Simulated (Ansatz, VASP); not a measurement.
# Ca3YNO3 in two plane-wave programs

One calculation is typed for both programs; each brings its own data sets. How far apart do they land? The cell is generated by rule, not measured, and may not be a known phase. The cell is taken from a series of runs on this material, whose earlier steps may have relaxed, scaled, displaced or heated it; both programs get it as it stands.

Method: plane waves, with VASP 6.6.1 beside it; relaxation of cell and atoms at PBEsol, in Ansatz 0.2.0.

The structure was built from a prototype and need not be the compound's stable phase.

## Step 1: The starting structure

The structure is tetragonal, space group P4/mmm (No. 123). The conventional cell has a = 3.390 Å, b = 3.390 Å, c = 9.592 Å, α = 90.00°, β = 90.00°, γ = 90.00°. Nearest to Ca lie 5 O at 2.38 to 2.40 Å and 1 N at 2.42 Å. Nearest to Ca lie 6 O at 2.40 Å. Nearest to N lie 4 Y at 2.40 Å and 2 Ca at 2.42 Å. O has 1 Y at 2.39 Å and 5 Ca at 2.40 Å nearest. O has 6 Ca at 2.38 to 2.40 Å nearest. Nearest to Y lie 2 O at 2.39 Å and 4 N at 2.40 Å. Farther neighbours and most contacts between anions are not listed.

Structure file:

```cif
data_structure
_symmetry_space_group_name_H-M 'P 1'
_symmetry_Int_Tables_number 1
_cell_length_a 3.3901
_cell_length_b 3.3901
_cell_length_c 9.5923
_cell_angle_alpha 90.000
_cell_angle_beta 90.000
_cell_angle_gamma 90.000
_cell_volume 110.24
loop_
_atom_site_label
_atom_site_type_symbol
_atom_site_fract_x
_atom_site_fract_y
_atom_site_fract_z
_atom_site_occupancy
Ca1 Ca 0.00000 0.00000 0.00208 1
Ca2 Ca 0.50000 0.50000 0.25000 1
Ca3 Ca 0.00000 0.00000 0.49792 1
N4 N 0.00000 0.00000 0.75000 1
O5 O 0.50000 0.50000 0.99937 1
O6 O 0.00000 0.00000 0.25000 1
O7 O 0.50000 0.50000 0.50063 1
Y8 Y 0.50000 0.50000 0.75000 1
```

## Step 2: VASP: relaxation of cell and atoms, PBEsol

The relaxed volume is the usual yardstick between codes: in a stiff, nearly cubic crystal its relative difference is about their pressure difference at one cell divided by the bulk modulus.

Lines of VASP's logs that name or quote its potential files are left out, and so is its time.

File INCAR:

```
SYSTEM = Ca3YNO3
PREC = Accurate
ENCUT = 600
EDIFF = 1E-07
NELM = 120
ISMEAR = 0
SIGMA = 0.01
LREAL = .FALSE.
ALGO = Normal
GGA = PS
NBANDS = 40
LASPH = .TRUE.
LORBIT = 11
LWAVE = .FALSE.
LCHARG = .FALSE.
ISIF = 3
IBRION = 2
NSW = 80
EDIFFG = -0.005
GGA_COMPAT = .FALSE.
NELMIN = 4
EFERMI = MIDGAP
KPAR = 2
```

File POSCAR:

```
Ca3YNO3
1.0
    2.3971300000      2.3971300000      0.0000000000
   -2.3971300000      2.3971300000      0.0000000000
    0.0000000000      0.0000000000      9.5923040000
Ca N O Y
3 1 3 1
Direct
    0.0000000000      0.0000000000      0.0020771860
    0.5000000000      0.5000000000      0.2500000000
    0.0000000000      0.0000000000      0.4979228140
    0.0000000000      0.0000000000      0.7500000000
    0.5000000000      0.5000000000      0.9993679308
    0.0000000000      0.0000000000      0.2500000000
    0.5000000000      0.5000000000      0.5006320692
    0.5000000000      0.5000000000      0.7500000000
```

File KPOINTS:

```
Automatic mesh
0
Gamma
8 8 4
0 0 0
```

The projector-augmented-wave data sets are Ca_sv, N, O and Y_sv (PBE family, release 64).

Run with:

```console
$ mpirun -np 2 vasp_std
```

Numbers of over 12 decimals in the logs are rounded to 6 here.

Log:

```text
[banner, memory and clock lines left out]
running    2 mpi-ranks, on    1 nodes
 distrk:  each k-point on    1 cores,    2 groups
 distr:  one band on    1 cores,    1 groups

 POSCAR found type information on POSCAR CaN O Y
 POSCAR found :  4 types and       8 ions
|                                                                             |
|               ----> ADVICE to this user running VASP <----                  |
|                                                                             |
|     You enforced a specific xc type in the INCAR file but a different       |
|     [... a line on the potential file left out ...]
|     I HOPE YOU KNOW WHAT YOU ARE DOING!                                     |
|                                                                             |

 LDA part: xc-table for (Slater+PW92), standard interpolation
 POSCAR, INCAR and KPOINTS ok, starting setup
 FFT: planning ... GRIDC
 FFT: planning ... GRID_SOFT
 FFT: planning ... GRID
 WAVECAR not read
 entering main loop
       N       E                     dE             d eps       ncg     rms          rms(c)
DAV:   1     0.693122559598E+03    0.69312E+03   -0.35734E+04  3600   0.183E+03
DAV:   2    -0.477872218794E+01   -0.69790E+03   -0.67510E+03  4216   0.492E+02
DAV:   3    -0.646783735425E+02   -0.59900E+02   -0.59092E+02  5240   0.132E+02
DAV:   4    -0.672765746275E+02   -0.25982E+01   -0.25912E+01  5432   0.250E+01
DAV:   5    -0.673786967736E+02   -0.10212E+00   -0.10208E+00  5024   0.434E+00    0.353E+01
DAV:   6    -0.592678180134E+02    0.81109E+01   -0.48322E+01  4912   0.334E+01    0.357E+01
DAV:   7    -0.593288400087E+02   -0.61022E-01   -0.58286E+00  4856   0.112E+01    0.265E+01
DAV:   8    -0.593311300392E+02   -0.22900E-02   -0.25232E+00  4712   0.832E+00    0.382E+00
DAV:   9    -0.591687457695E+02    0.16238E+00   -0.85704E-01  4312   0.447E+00    0.732E-01
DAV:  10    -0.591736796163E+02   -0.49338E-02   -0.54591E-02  5152   0.107E+00    0.315E-01
DAV:  11    -0.591737961699E+02   -0.11655E-03   -0.29997E-03  4832   0.345E-01    0.109E-01
DAV:  12    -0.591737806464E+02    0.15523E-04   -0.60777E-04  4616   0.141E-01    0.531E-02
DAV:  13    -0.591738058482E+02   -0.25202E-04   -0.56801E-05  5488   0.491E-02    0.209E-02
DAV:  14    -0.591738141963E+02   -0.83481E-05   -0.19371E-05  5152   0.288E-02    0.885E-03
DAV:  15    -0.591738136708E+02    0.52552E-06   -0.33412E-06  4848   0.118E-02    0.480E-03
DAV:  16    -0.591738133360E+02    0.33478E-06   -0.63248E-07  4464   0.498E-03    0.976E-04
DAV:  17    -0.591738134080E+02   -0.72002E-07   -0.69516E-08  2880   0.169E-03
   1 F= -.59173813E+02 E0= -.59173813E+02  d E =-.591738E+02
[...]
2 F= -.59174071E+02 E0= -.59174071E+02  d E =-.257545E-03
[...]
3 F= -.59174169E+02 E0= -.59174169E+02  d E =-.355095E-03
[...]
4 F= -.59174204E+02 E0= -.59174204E+02  d E =-.350689E-04
[...]
5 F= -.59174235E+02 E0= -.59174235E+02  d E =-.662652E-04
 curvature:  -1.62 expect dE=-0.138E-04 dE for cont linesearch -0.130E-07
 trial: gam= 0.19123 g(F)=  0.711E-05 g(S)=  0.140E-05 ort =-0.611E-06 (trialstep = 0.136E+01)
 search vector abs. value=  0.999E-05
 bond charge predicted
       N       E                     dE             d eps       ncg     rms          rms(c)
DAV:   1    -0.591742364704E+02   -0.16504E-05   -0.28255E-03  3648   0.314E-01    0.216E-02
DAV:   2    -0.591742404267E+02   -0.39563E-05   -0.10561E-04  4288   0.618E-02    0.106E-02
DAV:   3    -0.591742390535E+02    0.13732E-05   -0.42015E-06  5336   0.107E-02    0.557E-03
DAV:   4    -0.591742388575E+02    0.19598E-06   -0.44049E-07  4472   0.433E-03    0.208E-03
DAV:   5    -0.591742388923E+02   -0.34779E-07   -0.75337E-08  2928   0.202E-03
   6 F= -.59174239E+02 E0= -.59174239E+02  d E =-.412432E-05
 trial-energy change:   -0.000004  1 .order   -0.000004   -0.000011    0.000003
 step:   1.0954(harm=  1.0954)  dis= 0.00051  next Energy=   -59.174239 (dE=-0.460E-05)
 reached required accuracy - stopping structural energy minimisation
```

Parts of OUTCAR (step 2):

```text
ion  position               nearest neighbor table
   1  0.000  0.000  0.002-   6 2.38   5 2.40   5 2.40   5 2.40   5 2.40   4 2.42   8 3.40   8 3.40
                             8 3.40   8 3.40
   2  0.500  0.500  0.250-   6 2.40   6 2.40   6 2.40   6 2.40   7 2.40   5 2.40
   3  0.000  0.000  0.498-   6 2.38   7 2.40   7 2.40   7 2.40   7 2.40   4 2.42   8 3.40   8 3.40
                             8 3.40   8 3.40
   4  0.000  0.000  0.750-   8 2.40   8 2.40   8 2.40   8 2.40   1 2.42   3 2.42
   5  0.500  0.500  0.999-   8 2.39   1 2.40   1 2.40   1 2.40   1 2.40   2 2.40
   6  0.000  0.000  0.250-   1 2.38   3 2.38   2 2.40   2 2.40   2 2.40   2 2.40
   7  0.500  0.500  0.501-   8 2.39   3 2.40   3 2.40   3 2.40   3 2.40   2 2.40
   8  0.500  0.500  0.750-   5 2.39   7 2.39   4 2.40   4 2.40   4 2.40   4 2.40   3 3.40   3 3.40
                             1 3.40   3 3.40   1 3.40   1 3.40   3 3.40   1 3.40

  LATTYP: Found a simple tetragonal cell.
 ALAT       =     3.3900537568
 C/A-ratio  =     2.8295433312

 Subroutine GETGRP returns: Found 16 space group operations
 (whereof  8 operations were pure point group operations)

The static configuration has the point symmetry C_4v.
 The point group associated with its full space group is D_4h.

 Found     45 irreducible k-points:

   k-points           NKPTS =     45   k-points in BZ     NKDIM =     45   number of bands    NBANDS=     40

   dimension x,y,z NGX =    28 NGY =   28 NGZ =   80
   dimension x,y,z NGXF=    56 NGYF=   56 NGZF=  160

   ENCUT  =  600.0 eV  44.10 Ry    6.64 a.u.   6.77  6.77 19.16*2*pi/ulx,y,z

   NELECT =      64.0000    total number of electrons

 k-points in reciprocal lattice and weights: Automatic mesh
   0.00000000  0.00000000  0.00000000       0.004
   0.12500000  0.00000000  0.00000000       0.016
   0.25000000  0.00000000  0.00000000       0.016
   0.37500000  0.00000000  0.00000000       0.016
   0.50000000  0.00000000  0.00000000       0.008
   0.12500000  0.12500000  0.00000000       0.016
   0.25000000  0.12500000  0.00000000       0.031
   0.37500000  0.12500000  0.00000000       0.031
   0.50000000  0.12500000  0.00000000       0.016
[...]
0.50000000  0.37500000  0.50000000       0.016
   0.50000000  0.50000000  0.50000000       0.004

 average (electrostatic) potential at core
       1 -43.4268       2 -43.8521       3 -43.4268       4 -62.3208       5 -70.2679
       6 -70.2503       7 -70.2679       8 -34.3248

 E-fermi :   4.6051

 k-point     1 :       0.0000    0.0000    0.0000
  band No.  band energies     occupation
    ...
     28       2.0765      2.00000
     29       2.0765      2.00000
     30       3.1453      2.00000
     31       4.1759      2.00000
     32       4.1759      2.00000
     33       5.0343      0.00000
     34       6.3377      0.00000
     35       6.9642      0.00000
     36       7.1201      0.00000
     37       8.1774      0.00000
    ...

 k-point     2 :       0.1250    0.0000    0.0000
  band No.  band energies     occupation
    ...
     28       1.7059      2.00000
     29       1.9080      2.00000
     30       3.0782      2.00000
     31       3.3655      2.00000
     32       3.7598      2.00000
     33       5.7474      0.00000
     34       6.7722      0.00000
     35       7.3132      0.00000
     36       7.5689      0.00000
     37       8.0996      0.00000
    ...

 k-point     3 :       0.2500    0.0000    0.0000
  band No.  band energies     occupation
    ...
     28       1.5202      2.00000
     29       1.5368      2.00000
     30       2.1884      2.00000
     31       2.8584      2.00000
     32       2.9713      2.00000
     33       7.0725      0.00000
     34       7.8055      0.00000
     35       8.0212      0.00000
     36       8.1718      0.00000
     37       8.4793      0.00000
    ...

  Total        0.0050003      0.0050003      0.0027547      0.0000000     -0.0000000      0.0000000
  in kB        0.0724720      0.0724720      0.0399258      0.0000000     -0.0000000      0.0000000
  external PRESSURE =       0.0616233 kB  Pullay stress =       0.0000000 kB

  energy-cutoff  :      600.00
  volume of cell :      110.54
      direct lattice vectors                 reciprocal lattice vectors
     2.399042747  2.399042747  0.000000000     0.208416461  0.208416461  0.000000000
    -2.399042747  2.399042747 -0.000000000    -0.208416461  0.208416461  0.000000000
     0.000000000 -0.000000000  9.603514228    -0.000000000 -0.000000000  0.104128549

 POSITION                                       TOTAL-FORCE (eV/Angst)
 -----------------------------------------------------------------------------------
      0.00000      4.79809      0.01767        -0.000000     -0.000000      0.002258
      0.00000      2.39904      2.40088        -0.000000     -0.000000     -0.000000
     -0.00000     -0.00000      4.78409         0.000000      0.000000     -0.002258
      0.00000      4.79809      7.20264        -0.000000     -0.000000     -0.000000
      0.00000      2.39904      9.59387        -0.000000      0.000000     -0.000219
      0.00000      4.79809      2.40088         0.000000      0.000000     -0.000000
      0.00000      2.39904      4.81140         0.000000     -0.000000      0.000219
      0.00000      2.39904      7.20264         0.000000     -0.000000     -0.000000
 -----------------------------------------------------------------------------------
    total drift:                               -0.000000      0.000000      0.000000

  FREE ENERGIE OF THE ION-ELECTRON SYSTEM (eV)
  ---------------------------------------------------
  free  energy   TOTEN  =       -59.1742388923 eV

  energy  without entropy=      -59.1742388923  energy(sigma->0) =      -59.17423889

 reached required accuracy - stopping structural energy minimisation

 total charge
# of ion       s       p       d       f       tot
--------------------------------------------------
    1        2.044   5.884   0.325   0.000   8.253
    2        2.041   5.878   0.305   0.000   8.225
    3        2.044   5.884   0.325   0.000   8.253
    4        1.236   2.406   0.000   0.000   3.642
    5        1.543   3.438   0.000   0.000   4.981
    6        1.542   3.436   0.000   0.000   4.979
    7        1.543   3.438   0.000   0.000   4.981
    8        2.200   6.559   1.078   0.109   9.946
--------------------------------------------------
tot         14.194  36.923   2.034   0.109  53.259

[... 3 further parts left out ...]
```

(Continued in part 2 of 2.)

[Lines on the potential files, build, host, timing and source positions are cut from VASP's logs without a mark.]

[Logs are printed without paths, hosts, clocks, repeated set-up lines and the standing remarks that a program may print on its own settings, such as how far it seeks lower states.]

[Hosts, paths, dates, database ids (printed as entryN), source tags and the programs' standing remarks are cut or masked in the printed files.]
